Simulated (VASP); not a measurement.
Set up this calculation in VASP 6.6.1, as the native input.

```yaml
Task: single point
Functional: LDA
Potentials_or_basis: VASP PAW LDA potentials, release 64 (Te, F, K_sv)
Cutoff: 520 eV
k_mesh: 4 × 4 × 4
Occupations: gaussian, width 0.05 eV
Spin: no spin polarisation
Dipole_correction: no
Further_INCAR_settings: ALGO = Fast; EDIFF = 1e-07; NBANDS = 28
```

The structure of K3TeF lies in POSCAR:

```
K3TeF
1.0
    5.3689760262      0.0000000000      0.0000000000
    0.0000000000      5.3689760262      0.0000000000
    0.0000000000      0.0000000000      5.3689760262
Te F K
1 1 3
Direct
    0.0000000000      0.0000000000      0.0000000000
    0.5000000000      0.5000000000      0.5000000000
    0.5000000000      0.5000000000      0.0000000000
    0.5000000000      0.0000000000      0.5000000000
    0.0000000000      0.5000000000      0.5000000000
```

The cell comes from a database or a generator and needn't be the stable form of this composition.

These files were run (other wordings do the same):

INCAR

```
SYSTEM = K3TeF
PREC = Accurate
ENCUT = 520
EDIFF = 1E-7
ISMEAR = 0
SIGMA = 0.05
LREAL = .False.
LASPH = .True.
NELM = 100
ALGO = Fast
ISIF = 2
LWAVE = .False.
LCHARG = .True.
GGA = CA
LELF = .True.
LVHAR = .True.
NBANDS = 28
```

KPOINTS

```
regular mesh
0
Gamma
  4 4 4
  0 0 0
```

Potentials or basis: VASP PAW LDA potentials, release 64 (Te, F, K_sv).

The run is started by

```console
$ cat potpaw_LDA.64/Te/POTCAR potpaw_LDA.64/F/POTCAR potpaw_LDA.64/K_sv/POTCAR > POTCAR
$ mpirun -np 1 vasp_std > vasp.out
```

Results of the run:

- Pressure: -3.0 GPa
- Band gap on the k mesh: 1.96 eV, direct

Caveat: spin-orbit coupling is left out, which moves the levels of the heavy elements.

It took 68 s on 1 thread of Intel(R) Xeon(R) Platinum 8488C (Sapphire Rapids), with other jobs on the host, peak memory 0.21 GiB.
